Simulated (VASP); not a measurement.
Crystal: ZnH.

```
Zn H
1.0
     0.00000    2.21594    2.21594
     2.21594    0.00000    2.21594
     2.21594    2.21594    0.00000
Zn H
1 1
Direct
  0.00000 0.00000 0.00000
  0.25000 0.25000 0.25000
```

The cell was built by a generator and needn't be a form met in nature.

Base run:

| Item | Value |
| --- | --- |
| Program | VASP 6.6.1 |
| Functional | PBE |
| Potentials or basis | VASP PAW PBE potentials, release 64 (Zn, H) |
| Cutoff | 520 eV |
| k mesh | 10 × 10 × 10 |
| Occupations | fermi-dirac, width 0.05 eV |
| Spin | no spin polarisation |

Its results: pressure 0.3 GPa.

Problem. After a change of settings the same cell gave: pressure 5.3 GPa. Which change was it?
A. functional from PBE to BLYP
B. functional from PBE to LDA; potentials or basis from VASP PAW PBE potentials, release 64 (Zn, H) to VASP PAW LDA potentials, release 64 (Zn, H)
C. functional from PBE to PBEsol
D. functional from PBE to r2SCAN

Solution. A.

BLYP binds less tightly than PBE, so the same cell stands under more pressure.

Caveats: the PAW data sets were made with another functional, which shifts forces and pressure a little (some runs).
